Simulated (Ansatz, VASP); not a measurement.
**Zn (Zinc) in two plane-wave programs**

Wanted: the spread between two codes on one cell, functional and k mesh. The structure shown is the end of the Ansatz relaxation below.

Calculated with Ansatz 0.2.0; plane waves, with VASP 6.6.1 beside it; single point at LDA.

## (1) The structure

Symmetry: P6_3/mmc, No. 194, hexagonal system. The conventional cell has a = 2.547 Å, b = 2.547 Å, c = 4.903 Å, α = 90.00°, β = 90.00°, γ = 120.00°. Nearest to Zn lie 6 Zn at 2.55 Å.

## (2) Ansatz: relaxation, LDA

Ansatz runs on its PAW soft_1 files.

This run makes the geometry at which the two programs are then compared.

Input file input.yaml:

```yaml
crystal:
  lattice:
    - [2.5503256208, 0.0, 0.0]
    - [-1.2751628104, 2.2086467756, 0.0]
    - [0.0, 0.0, 4.903207476]
  atoms:
    - { symbol: Zn, position: [0.3333333333, 0.6666666667, 0.25] }
    - { symbol: Zn, position: [0.6666666667, 0.3333333333, 0.75] }
kpoints:
  mp_grid: { grid: [18, 18, 10] }
hamiltonian:
  xc: lda
  pseudopotentials: { kind: paw, azcp: { folder: soft_1 }, xc_functional: pbe }
scf:
  occupations: { method: methfessel_paxton, width: 0.2 }
output:
  forces: true
  stress: true
  eigenvalues: true
relax:
  adjacent_minimum: "off"
  f_tol: 0.001
  max_steps: 60
  cell: { stress_tol: 0.01, fix: [c, angles] }
```

Run with:

```sh
$ ansatz run input.yaml --threads 4 --pin off --max-ram 10240MiB --backend cpu --events-out ev --progress --plain --runs-dir out
```

Numbers of over 12 decimals in the logs are rounded to 6 here.

The program printed:

```text
Warning: crystal.symmetry: narrowed to the stabiliser of the fixed cell quantities (relax.cell.fix) — unitary ops 24 → 8. The narrowing is safe, since a smaller group never makes results wrong: the run goes on under it, on as many k-points as the starting group would need, or more. Excluded: 16 operations that would move a fixed cell quantity at a test strain (relax.cell.fix fixes c, alpha, beta, gamma). The cell can leave their symmetry as it relaxes.
Engine: ansatz 0.2.0, aarch64-unknown-linux-gnu
Pseudopotentials: kind: paw
Pseudopotential: Zn, paw, valence charge 12, recommended cutoff 420 eV (normal), soft_1/Zn.paw.azcp
Functional definition: SPW92
  exchange = slater_x
  correlation = pw_c
Crystal: 2 atoms, lattice volume = 27.619 Å³
Basis set: ecut = 420 eV, 527 PW (Γ)
Bands: 16, of which v1, the nominal top of the filled ones, is band 12 counted from 1 (11 counted from 0)
Symmetry: 8 space group operations
k-points: 546 of 3240
Non-local potential: Zn, projectors of the file, l = 0: 2, l = 1: 2, l = 2: 3, l = 3: 1
PAW form: soft (Blöchl's): semilocal exchange-correlation on the pseudo side does not see the compensation charge
PAW frozen core: Zn, regenerated for the run's functional, and the local potential with it (the file was generated under x = pbe(κ = 0.804, μ = 0.219515), c = pbe(β = 0.066725))
PAW one-centre angular grid: Zn, 590 points (default); XC on 64 Gauss nodes
Initial density: superposition of atomic densities (chi_scale 0.1, normalization cell)
Initial wavefunctions: pseudopotential atomic-orbital guess
Functional: x = slater, c = lda
SCF iter   1: F=—  HF=-6492.854178 eV  |F-HF|=—  |Δ(HF+E_count)|=         —  Δρ=7.25e-2  dr2=1.04e0  ethr=3.10e-3  ⟨swp⟩=5.7  Hψ=52070  notcnv=0
preconditioner: auto → none  [metal: Δε(μ)=0.027 eV  Ē_g=13.060 eV  σ=0.200 eV  W_gap=0.11  n_scr=4 (ndim 8)  ℏωp=34.6 eV  f_vac=0.000  D(μ)=0.23/eV (n_scr^D=0)  sad-step TF]
SCF iter   2: F=—  HF=-6492.590858 eV  |F-HF|=—  |Δ(HF+E_count)|=   2.63e-1  S|Δr|=    0.00e0  Δρ=2.41e-2  dr2=7.40e-2  ethr=3.10e-3  ⟨swp⟩=2.0  Hψ=21590  notcnv=0  defer=9
SCF iter   3: F=—  HF=-6492.532810 eV  |F-HF|=—  |Δ(HF+E_count)|=   5.80e-2  S|Δr|=    0.00e0  Δρ=1.06e-2  dr2=2.21e-2  ethr=3.08e-4  ⟨swp⟩=2.0  Hψ=20220  notcnv=0  defer=9
SCF iter   4: F=—  HF=-6492.530033 eV  |F-HF|=—  |Δ(HF+E_count)|=   2.78e-3  S|Δr|=    0.00e0  Δρ=5.27e-3  dr2=2.27e-3  ethr=9.19e-5  ⟨swp⟩=2.0  Hψ=14277  notcnv=0  defer=9
SCF iter   5: F=—  HF=-6492.531157 eV  |F-HF|=—  |Δ(HF+E_count)|=   1.12e-3  S|Δr|=    0.00e0  Δρ=6.66e-4  dr2=3.45e-5  ethr=9.44e-6  ⟨swp⟩=2.0  Hψ=15596  notcnv=0  defer=9
SCF iter   6: F=—  HF=-6492.531175 eV  |F-HF|=—  |Δ(HF+E_count)|=   1.75e-5  S|Δr|=    0.00e0  Δρ=7.06e-5  dr2=4.10e-7  ethr=1.44e-7  ⟨swp⟩=2.0  Hψ=15266  notcnv=0  defer=9
SCF iter   7: F=-6492.531175 eV  HF=-6492.531175 eV  |F-HF|=2.74e-10  |Δ(HF+E_count)|=   1.78e-7  S|Δr|=    0.00e0  Δρ=3.05e-6  dr2=1.12e-9  ethr=4.17e-10  ⟨swp⟩=6.8  Hψ=46182  notcnv=0
SCF 1 converged in 7 iterations: F = -6492.531175 eV  dr2 = 1.12e-9
  greatest PAW one-centre occupation: 0.982 electrons in one spin orbital (limit 2), on the Zn atom at site 1 (counted from 0), in its partial waves of l = 2
relax step   1: F+E_penalty+E_count = -6492.53117495 eV  Δ(F+E_penalty+E_count) = +0.000e0 eV  max|allowed force component| = 1.405e-8 eV/Å  Δτ_max = 0.0000 Å  P = -0.667 GPa  Ω = 27.619 Å³  fix = [c, alpha, beta, gamma]  reactions: c -1.168 GPa; gamma -0.000 GPa/rad  (7 SCF iters, dr2 threshold 1.00e-7 eV, accepted)
[...]
relax step   2: F+E_penalty+E_count = -6492.53126564 eV  Δ(F+E_penalty+E_count) = -9.069e-5 eV  max|allowed force component| = 2.709e-9 eV/Å  Δτ_max = 0.0000 Å  P = -0.499 GPa  Ω = 27.580 Å³  energy of the carried Pulay correction = +1.694e-5 eV  fix = [c, alpha, beta, gamma]  reactions: c -1.113 GPa; gamma -0.000 GPa/rad  (3 SCF iters, dr2 threshold 2.00e-7 eV, accepted)
[...]
relax step   3: F+E_penalty+E_count = -6492.53129962 eV  Δ(F+E_penalty+E_count) = -3.398e-5 eV  max|allowed force component| = 4.960e-9 eV/Å  Δτ_max = 0.0000 Å  P = -0.353 GPa  Ω = 27.547 Å³  energy of the carried Pulay correction = +3.140e-5 eV  fix = [c, alpha, beta, gamma]  reactions: c -1.067 GPa; gamma -0.000 GPa/rad  (4 SCF iters, dr2 threshold 9.21e-8 eV, accepted)
[...]
relax step   4: F+E_penalty+E_count = -6492.53126893 eV  Δ(F+E_penalty+E_count) = +3.069e-5 eV  max|allowed force component| = 2.505e-9 eV/Å  Δτ_max = 0.0000 Å  P = -0.353 GPa  Ω = 27.547 Å³  fix = [c, alpha, beta, gamma]  reactions: c -1.067 GPa; gamma -0.000 GPa/rad  stress off target by 4.07e-3 GPa on what of the cell is left free  SCF on the basis re-selected at this cell (its energy is not comparable with the rows above)  (6 SCF iters)
basis re-selected at this cell: Δ(F+E_penalty+E_count) = +3.069e-5 eV, ΔP = +0.001 GPa vs the last step (what re-selecting the basis moved, of the pressure what is left beyond the Pulay correction that the steps carried, after the strain that the cell walked since its last selection, with what the two solves' SCF thresholds leave and, on support functions, any second-order correction that the steps lacked; it is no m [...]
SCF converged after 6 iterations
Stability not checked: this state was not tested for a lower state beside it, because cold or Methfessel-Paxton smearing, or corrected tetrahedra, fill the levels in a way that the test cannot read (fill_not_monotonic; see scf.lower_state_search)
Free energy (F): -6492.531269 eV
Harris-Foulkes:  -6492.531269 eV  (|F-HF|=0.00e0)
Internal energy: -6492.531396 eV  (E = F + TS)
E sigma→0 (E₀):  -6492.531301 eV
Entropy (-TS):   0.000127 eV (0.063 meV/atom)
Fermi energy:    12.081026 eV
--- Per-component energies (eV) ---
  E_band       = 115.401122
  E_kinetic    = 299.198099
  E_local      = -3404.778723  (includes V_loc(G=0)·N_el)
  E_nonlocal   = 1636.813148
  E_hartree    = 1263.972942
  E_xc         = -157.904523
  E_vxc        = -106.325099  (∫ρ·V_xc dr)
  E_paw        = -3645.803778  (= ΣΔE_a)
  E_vpaw       = -837.451759  (= ΣTr[D̂ρ^β])
  E_aug_tail   = -0.000434  (compensation charges beyond the density's cutoff)
  E_ewald      = -2487.142413
  E_core_change = 3.114287  (= ΣΔE_core)
  E_smearing   = 0.000127  (= −TS)
  E_closure    = -0.000000  (closes the sum)
  Σ components = -6492.531269   (vs F -6492.531269, Δ=0.00e0)
--- Forces (eV/Å), atoms counted from 1 ---
  atom   1  Zn     0.00000000    -0.00000000     0.00000000
  atom   2  Zn    -0.00000000     0.00000000     0.00000000
  max |Σ_I F_I| component: 0.00e0 eV/Å
--- Stress (GPa, compression-positive) ---
        0.004064       0.000003       0.000000
        0.000003       0.004067       0.000000
        0.000000       0.000000      -1.066841
  P = ⅓ Tr σ = -0.3529 GPa (-3.529 kbar)
--- Band table (eV; the first three rows and the last of 546) ---
  k-point 0: bands = [... 8 lower, 4.6351, 4.8458, 4.8458, 7.8501, 8.7079, 25.2117, 29.2697, 31.4673]
  k-point 1: bands = [... 8 lower, 4.6418, 4.8419, 4.8419, 6.9854, 9.7113, 24.1544, 30.3876, 31.5295]
  k-point 2: bands = [... 8 lower, 4.6607, 4.8302, 4.8302, 5.9523, 11.1678, 22.2348, 31.7133, 31.7133]
  k-point 545: bands = [... 8 lower, 5.1022, 5.1022, 10.0270, 10.0270, 12.5984, 12.5984, 22.3089, 22.3089]
--- Relaxed structure (3 steps of the walk, 3 accepted, 1 SCFs on fresh bases) ---
  F+E_penalty+E_count = -6492.53126893 eV   max|allowed force component| = 2.505e-9 eV/Å   (the final SCF, on the basis selected at the relaxed cell)
  cell:  # Å, volume = 27.5467 Å³
    - [2.547000, 1.263666995098455e-19, 0.0]
    - [-1.273500, 2.205767, 0.0]
    - [0.0, 0.0, 4.903207476]
  atoms:
    - { symbol: Zn, position: [0.333333, 0.666667, 0.25] }
    - { symbol: Zn, position: [0.666667, 0.333333, 0.75] }
```

In the SCF lines HF is the Harris–Foulkes energy and dr2 the Hartree energy of the density residual, in eV; the loop may stop once dr2 is under the threshold and the program's other checks hold. Hψ counts applications of the Hamiltonian.

## (3) VASP: single point, LDA, pair 1

The same cell, functional (in two slightly different forms), mesh and smearing now go to VASP, with its own data sets.

Lines of VASP's logs that name or quote its potential files are left out, and so is its time.

Input file INCAR:

```
SYSTEM = Zn
PREC = Accurate
ENCUT = 500
EDIFF = 1E-06
NELM = 120
ISMEAR = 1
SIGMA = 0.2
LREAL = .FALSE.
ALGO = Normal
GGA = PW92
NBANDS = 18
LORBIT = 11
LWAVE = .FALSE.
LCHARG = .FALSE.
ISIF = 2
LASPH = .TRUE.
GGA_COMPAT = .FALSE.
KPAR = 2
```

Input file POSCAR:

```
Zn
1.0
    2.5470003400      0.0000000000      0.0000000000
   -1.2735001700      2.2057669979      0.0000000000
    0.0000000000      0.0000000000      4.9032074760
Zn
2
Direct
    0.3333333337      0.6666666671      0.2500000000
    0.6666666671      0.3333333337      0.7500000000
```

Input file KPOINTS:

```
Automatic mesh
0
Gamma
18 18 10
0 0 0
```

The projector-augmented-wave data sets are Zn (LDA family, release 64).

Run with:

```sh
$ mpirun -np 2 vasp_std
```

The program printed:

```text
[banner, memory and clock lines left out]
running    2 mpi-ranks, on    1 nodes
 distrk:  each k-point on    1 cores,    2 groups
 distr:  one band on    1 cores,    1 groups

 POSCAR found type information on POSCAR Zn
 POSCAR found :  1 types and       2 ions
|                                                                             |
|               ----> ADVICE to this user running VASP <----                  |
|                                                                             |
|     You enforced a specific xc type in the INCAR file but a different       |
|     [... a line on the potential file left out ...]
|     I HOPE YOU KNOW WHAT YOU ARE DOING!                                     |
|                                                                             |

 LDA part: xc-table for (Slater(with rela. corr.)+PW92), standard interpolation
 POSCAR, INCAR and KPOINTS ok, starting setup
 FFT: planning ... GRIDC
 FFT: planning ... GRID_SOFT
 FFT: planning ... GRID
 WAVECAR not read
 entering main loop
       N       E                     dE             d eps       ncg     rms          rms(c)
DAV:   1     0.106071328493E+03    0.10607E+03   -0.12251E+04  8248   0.212E+03
DAV:   2     0.171816937072E+00   -0.10590E+03   -0.10311E+03  8030   0.298E+02
DAV:   3    -0.404505303751E+01   -0.42169E+01   -0.42026E+01  8970   0.682E+01
DAV:   4    -0.406706996405E+01   -0.22017E-01   -0.22012E-01  8810   0.501E+00
DAV:   5    -0.406709931223E+01   -0.29348E-04   -0.29349E-04  8648   0.162E-01    0.508E+00
DAV:   6    -0.378019494826E+01    0.28690E+00   -0.11060E+00  8626   0.235E+01    0.355E+00
DAV:   7    -0.375789234378E+01    0.22303E-01   -0.45516E-02 10200   0.382E+00    0.178E+00
DAV:   8    -0.374794332970E+01    0.99490E-02   -0.32999E-03 10818   0.821E-01    0.554E-02
DAV:   9    -0.374791178589E+01    0.31544E-04   -0.31634E-04 10162   0.215E-01    0.307E-02
DAV:  10    -0.374791477644E+01   -0.29906E-05   -0.21476E-05  8398   0.426E-02    0.269E-03
DAV:  11    -0.374791473965E+01    0.36793E-07   -0.60816E-07  5402   0.973E-03
   1 F= -.37479147E+01 E0= -.37479672E+01  d E =0.157390E-03
```

OUTCAR, selected parts (step 3):

```text
ion  position               nearest neighbor table
   1  0.333  0.667  0.250-   2 2.86   2 2.86   2 2.86   2 2.86   2 2.86   2 2.86
   2  0.667  0.333  0.750-   1 2.86   1 2.86   1 2.86   1 2.86   1 2.86   1 2.86

  LATTYP: Found a hexagonal cell.
 ALAT       =     2.5470003400
 C/A-ratio  =     1.9250910175

 Subroutine GETGRP returns: Found 24 space group operations
 (whereof 12 operations were pure point group operations)

The static configuration has the point symmetry D_3d.
 The point group associated with its full space group is D_6h.

 Found    222 irreducible k-points:

   k-points           NKPTS =    222   k-points in BZ     NKDIM =    222   number of bands    NBANDS=     18

   dimension x,y,z NGX =    20 NGY =   20 NGZ =   36
   dimension x,y,z NGXF=    40 NGYF=   40 NGZF=   72

   ENCUT  =  500.0 eV  36.75 Ry    6.06 a.u.   4.64  4.64  8.94*2*pi/ulx,y,z

   NELECT =      24.0000    total number of electrons

 k-points in reciprocal lattice and weights: Automatic mesh
   0.00000000  0.00000000  0.00000000       0.000
   0.05555556  0.00000000  0.00000000       0.002
   0.11111111  0.00000000  0.00000000       0.002
   0.16666667  0.00000000  0.00000000       0.002
   0.22222222  0.00000000  0.00000000       0.002
   0.27777778 -0.00000000  0.00000000       0.002
   0.33333333  0.00000000  0.00000000       0.002
   0.38888889  0.00000000  0.00000000       0.002
   0.44444444  0.00000000  0.00000000       0.002
[...]
0.33333333  0.27777778  0.50000000       0.004
   0.33333333  0.33333333  0.50000000       0.001

 average (electrostatic) potential at core
       1 -37.5713       2 -37.5713

 E-fermi :   3.5768

 k-point     1 :       0.0000    0.0000    0.0000
  band No.  band energies     occupation
    ...
      9      -3.9205      2.00000
     10      -3.7110      2.00000
     11      -3.7110      2.00000
     12      -0.6535      2.00000
     13       0.1937      2.00000
     14      16.8116      0.00000
     15      20.9535      0.00000
     16      23.0818      0.00000
     17      23.0818      0.00000
     18      24.3256      0.00000

 k-point     2 :       0.0556    0.0000    0.0000
  band No.  band energies     occupation
    ...
      9      -3.9306      2.00000
     10      -3.7868      2.00000
     11      -3.7105      2.00000
     12      -0.4756      2.00000
     13       0.2395      2.00000
     14      16.9273      0.00000
     15      20.7765      0.00000
     16      21.2770      0.00000
     17      22.0299      0.00000
     18      23.4147      0.00000

 k-point     3 :       0.1111    0.0000    0.0000
  band No.  band energies     occupation
    ...
      9      -3.9585      2.00000
     10      -3.9335      2.00000
     11      -3.7102      2.00000
     12       0.0110      2.00000
     13       0.3846      2.00000
     14      17.2645      0.00000
     15      18.1529      0.00000
     16      20.5501      0.00000
     17      20.9908      0.00000
     18      22.5023      0.00000

  Total        0.1417491      0.1417491     -0.1195334      0.0000000      0.0000000      0.0000000
  in kB        8.2444528      8.2444528     -6.9523402      0.0000000      0.0000000      0.0000000
  external PRESSURE =       3.1788551 kB  Pullay stress =       0.0000000 kB

  energy-cutoff  :      500.00
  volume of cell :       27.55
      direct lattice vectors                 reciprocal lattice vectors
     2.547000340  0.000000000  0.000000000     0.392618715  0.226678521  0.000000000
    -1.273500170  2.205766998  0.000000000     0.000000000  0.453357041  0.000000000
     0.000000000  0.000000000  4.903207476     0.000000000  0.000000000  0.203948131

 POSITION                                       TOTAL-FORCE (eV/Angst)
 -----------------------------------------------------------------------------------
      0.00000      1.47051      1.22580         0.000000      0.000000      0.000000
      1.27350      0.73526      3.67741        -0.000000     -0.000000      0.000000
 -----------------------------------------------------------------------------------
    total drift:                               -0.000000     -0.000000     -0.000000

  FREE ENERGIE OF THE ION-ELECTRON SYSTEM (eV)
  ---------------------------------------------------
  free  energy   TOTEN  =        -3.7479147396 eV

  energy  without entropy=       -3.7480721300  energy(sigma->0) =       -3.74796720

 total charge
# of ion       s       p       d       tot
------------------------------------------
    1        0.623   0.531   9.728  10.882
    2        0.623   0.531   9.728  10.882
--------------------------------------------------
tot          1.245   1.063  19.455  21.763

[... 3 further parts left out ...]
```

The run ends at a pressure of 0.32 GPa.

## (4) Side by side

Known differences besides the potentials themselves: the cutoff is 420 eV in Ansatz and 500 eV in VASP; VASP's log shows a relativistic correction to its local exchange, Ansatz's none; Ansatz's pressure holds a Pulay correction, VASP's none. Total energies have different zeros and are not compared.

Compared:

```csv
quantity,Ansatz,VASP,difference
pressure (GPa),-0.35,0.32,-0.67
```

## (5) Ansatz: relaxation, LDA

This run makes the geometry at which the two programs are then compared. The cell compared in this pair holds 26.98 Å³, against 27.55 Å³ for the pair before.

The structure compared here is the end of the Ansatz relaxation.

input.yaml, the sections that differ from step 2:

```yaml
crystal:
  lattice:
    - [2.6268353895, 0.0, 0.0]
    - [-1.3134176948, 2.2749061789, 0.0]
    - [0.0, 0.0, 4.7118706237]
  atoms:
    - { symbol: Zn, position: [0.3333333333, 0.6666666667, 0.25] }
    - { symbol: Zn, position: [0.6666666667, 0.3333333333, 0.75] }
relax:
  adjacent_minimum: "off"
  f_tol: 0.001
  max_steps: 60
  cell: { stress_tol: 0.01, fix: [a, b, gamma] }
# kpoints, hamiltonian, scf, output: as in step 2
```

Run with:

```sh
$ ansatz run input.yaml --threads 4 --pin off --max-ram 10240MiB --backend cpu --events-out ev --progress --plain --runs-dir out
```

The program printed:

```text
[...]
Crystal: 2 atoms, lattice volume = 28.157 Å³
Basis set: ecut = 420 eV, 561 PW (Γ)
Bands: 16, of which v1, the nominal top of the filled ones, is band 12 counted from 1 (11 counted from 0)
Symmetry: 24 space group operations
[...]
k-points: 222 of 3240
[...]
k-point 221: bands = [... 8 lower, 5.2029, 5.2029, 13.0140, 13.0140, 14.1898, 14.1898, 14.5989, 14.5989]
--- Relaxed structure (7 steps of the walk, 7 accepted, 2 SCFs on fresh bases) ---
[...]
cell:  # Å, volume = 26.9825 Å³
    - [2.626835, 2.8867477146820084e-11, 0.0]
    - [-1.313418, 2.274906, 0.0]
    - [0.0, 0.0, 4.515292]
  atoms:
    - { symbol: Zn, position: [0.333333, 0.666667, 0.250000] }
    - { symbol: Zn, position: [0.666667, 0.333333, 0.750000] }
[key lines of the parts left out:]
SCF converged after 6 iterations
Free energy (F): -6492.511655 eV
Fermi energy:    12.555158 eV
P = ⅓ Tr σ = -0.9977 GPa (-9.977 kbar)
```

## (6) VASP: single point, LDA, pair 2

The same cell, functional (in two slightly different forms), mesh and smearing now go to VASP, with its own data sets.

INCAR is that of step 3.

Input file POSCAR:

```
Zn
1.0
    2.6268353895      0.0000000000      0.0000000000
   -1.3134176948      2.2749061789      0.0000000000
    0.0000000000      0.0000000000      4.5152915173
Zn
2
Direct
    0.3333333334      0.6666666668      0.2500000000
    0.6666666668      0.3333333334      0.7500000000
```

KPOINTS is that of step 3.

Run with:

```sh
$ mpirun -np 2 vasp_std
```

The program printed:

```text
[banner, memory and clock lines left out]
running    2 mpi-ranks, on    1 nodes
[...]
[... a notice as in an earlier step ...]

 LDA part: xc-table for (Slater(with rela. corr.)+PW92), standard interpolation
 POSCAR, INCAR and KPOINTS ok, starting setup
[...]
entering main loop
       N       E                     dE             d eps       ncg     rms          rms(c)
DAV:   1     0.102871674621E+03    0.10287E+03   -0.12279E+04  8424   0.213E+03
DAV:   2    -0.890876662083E-01   -0.10296E+03   -0.10058E+03  8028   0.294E+02
DAV:   3    -0.403206131274E+01   -0.39430E+01   -0.39284E+01  8986   0.663E+01
DAV:   4    -0.405171809841E+01   -0.19657E-01   -0.19652E-01  8952   0.473E+00
[...]
DAV:   9    -0.373009748802E+01    0.36345E-04   -0.22724E-04 10484   0.181E-01    0.286E-02
DAV:  10    -0.373010125511E+01   -0.37671E-05   -0.16626E-05  8654   0.353E-02    0.235E-03
DAV:  11    -0.373010128299E+01   -0.27876E-07   -0.63302E-07  4810   0.114E-02
   1 F= -.37301013E+01 E0= -.37298539E+01  d E =-.742201E-03
```

[end of part 1 of 2]

[Lines on the potential files, build, host, timing and source positions are cut from VASP's logs without a mark.]

[Logs are printed without paths, hosts, clocks, repeated set-up lines and the standing remarks that a program may print on its own settings, such as how far it seeks lower states.]

[Hosts, paths, dates, database ids (printed as entryN), source tags and the programs' standing remarks are cut or masked in the printed files.]
